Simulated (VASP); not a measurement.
## In3SbTe4: equation of state with PBE

In3SbTe4:

```
CELL_PARAMETERS angstrom
-4.17012 4.17012 3.60657
4.17012 -4.17012 3.60657
4.17012 4.17012 -3.60657
ATOMIC_POSITIONS crystal
Te 0.44095 0.55905 0.50000
Te 0.05905 0.94095 0.50000
Te 0.55905 0.05905 0.11810
Te 0.94095 0.44095 0.88190
Sb 0.00000 0.00000 0.00000
In 0.00000 0.50000 0.50000
In 0.50000 0.00000 0.50000
In 0.50000 0.50000 0.00000
```

The cell comes from a database or a generator and needn't be the stable form of this composition.

```
Program                : VASP 6.6.1
Task                   : equation of state
Functional             : PBE
Potentials or basis    : VASP PAW PBE potentials, release 64 (Te, Sb, In_d)
Cutoff                 : 520 eV
k mesh                 : 5 × 5 × 5
Occupations            : fermi-dirac, width 0.05 eV
Spin                   : no spin polarisation
Further INCAR settings : ALGO = Normal; EDIFF = 1e-07; NBANDS = 44
```

| Quantity | Value |
| --- | --- |
| Equilibrium volume | 31.50 Å³/atom |
| Bulk modulus at fixed shape and positions | 40 GPa |
| Pressure derivative of the bulk modulus | 4.8 |

Energy against volume, from the lowest point:
```csv
volume (Å³/atom),energy (meV/atom)
29.477,18.47
30.104,8.40
30.732,2.39
31.359,0.00
31.986,0.83
32.613,4.53
33.240,10.78
```

All runs of the series together: 23 min on 1 thread of Intel(R) Xeon(R) 6975P-C (Granite Rapids), with other jobs on the host.

Caveat: the cell was scaled at fixed shape and fractional positions, which overstates the stiffness of a crystal with free parameters, most of all of layers and chains. Spin-orbit coupling is left out, which matters for the levels of Sb, Te.
